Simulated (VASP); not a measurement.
Consider the following.

```
CELL_PARAMETERS angstrom
      3.01006     0.00000     0.00000
      0.00000     3.01006     0.00000
      0.00000     0.00000     3.01006
ATOMIC_POSITIONS crystal
  Ti 0.00000 0.00000 0.00000
  S  0.50000 0.50000 0.50000
```

These are PBEsol GGA, VASP's PBE PAW potentials (set 64) (plane waves; VASP) values and carry that method's errors. Settings: 400 eV cut-off, Gaussian smearing of 0.050 eV, potentials Ti_sv S.

Give the energies of bands 6 to 12 at the high-symmetry points, in eV from the Fermi level.

```
band      Γ      X      M      R
----  -----  -----  -----  -----
6     -2.42  -8.74  -6.57  -7.22
7     -2.42  -3.18  -6.57  -7.22
8     -2.18  -3.18  -2.22  -7.22
9     -2.18  -1.24  -0.71   2.67
10    -2.18   1.81   0.07   2.67
11     1.48   2.40   0.07   2.67
12     1.48   3.80   1.16   2.77
```

It has no gap at this level: it comes out as a metal or semimetal.

The structure was generated: TiS was put into the CsCl type type (Pm-3m), which need not be its known phase. It was relaxed first, which changed the volume by -33 %.
